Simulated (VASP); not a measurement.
Here is the system:

```
CELL_PARAMETERS angstrom
      1.54599    -2.67773     0.00000
      1.54599     2.67773     0.00000
      0.00000     0.00000     5.08074
ATOMIC_POSITIONS crystal
  Si 0.66667 0.33333 0.49971
  Si 0.33333 0.66667 0.99971
  C  0.66667 0.33333 0.87529
  C  0.33333 0.66667 0.37529
```

Calculation: vdW-DF2, VASP's PBE PAW potentials (set 64) (plane waves; VASP). Run with 520 eV cut-off, 8×8×5 Γ-centred mesh, Gaussian smearing of 0.050 eV, potentials Si C.

**Question.** Estimate the energy per atom (σ→0), pressure.

**Answer.** 
- energy per atom (σ→0) = -5.798 eV/atom
- pressure = 61.2 kbar

Only differences to runs with the same potentials and settings are physical.

The compound is SiC in the wurtzite structure, the rare 2H polytype. This cell is one point of a volume scan, at 0.97 of the reference volume.
